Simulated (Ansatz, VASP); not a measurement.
**CsLi2 in VASP and in Ansatz**

File INCAR:

```
PREC = Accurate
ENCUT = 600
EDIFF = 1E-6
ISMEAR = -1
SIGMA = 0.05
LREAL = False
LASPH = True
NELM = 80
ALGO = Fast
ISIF = 3
LWAVE = False
LCHARG = False
GGA = PE
IBRION = 2
NSW = 60
EDIFFG = -0.02
```

KPOINTS

```
Automatic mesh
0
Gamma
  8 8 3
```

File POSCAR:

```
CsLi2
1.0
    3.9663300000      0.0000000000      0.0000000000
   -1.9831700000      3.4349500000      0.0000000000
    0.0000000000      0.0000000000     10.0283800000
Cs Li
1 2
Direct
    0.0000000000      0.0000000000      0.0000000000
    0.3333300000      0.6666700000      0.3486300000
    0.3333300000      0.6666700000      0.6513700000
```

File input.yaml:

```yaml
crystal:
  lattice:
    - [3.96633, 0.0, 0.0]
    - [-1.98317, 3.43495, 0.0]
    - [0.0, 0.0, 10.02838]
  atoms:
    - { symbol: Cs, position: [0.0, 0.0, 0.0] }
    - { symbol: Li, position: [0.33333, 0.66667, 0.34863] }
    - { symbol: Li, position: [0.33333, 0.66667, 0.65137] }
hamiltonian:
  xc: pbe
  pseudopotentials: { kind: paw }
kpoints:
  mp_grid: { grid: [8, 8, 3] }
scf:
  occupations: { method: fermi_dirac, width: 0.05 }
output:
  forces: true
  stress: true
  eigenvalues: true
  write_density: true
  write_potential: true
  elf: true
  volumetric_format: npy
relax:
  f_tol: 0.01
  max_steps: 40
  cell: { stress_tol: 0.05 }
```

The cell was built by a generator and needn't be a form met in nature.

Alike in both runs: task relaxation of cell and atoms; functional PBE; k mesh 8 × 8 × 3; occupations fermi-dirac, width 0.05 eV; no spin polarisation.

|  | VASP | Ansatz |
| --- | --- | --- |
| version | VASP 6.6.1 | Ansatz 0.2.0 |
| potentials or method | VASP PAW PBE potentials, release 64 (Cs_sv_GW, Li_sv_GW) | Ansatz PAW |
| plane-wave cutoff (eV) | 600 | 420 |
| valence electrons in the cell | 15 | 15 |

|  | VASP | Ansatz | Ansatz less VASP |
| --- | --- | --- | --- |
| gap on the k mesh at the Fermi level, each at its own relaxed structure (eV) | none | none | - |
| relaxed volume (Å³/atom) | 45.26 | 45.48 | +0.212 |
| relaxed cell length with the largest relative difference (Å) | 3.972 | 3.981 | +0.0096 |

A gap of «none» marks a metal or a gap that the smearing closes.

Caveats: the plane-wave basis is chosen anew once the cell has moved, so the energies of steps on either side of that aren't comparable (Ansatz). Spin-orbit coupling is left out, which matters for the levels of Cs.
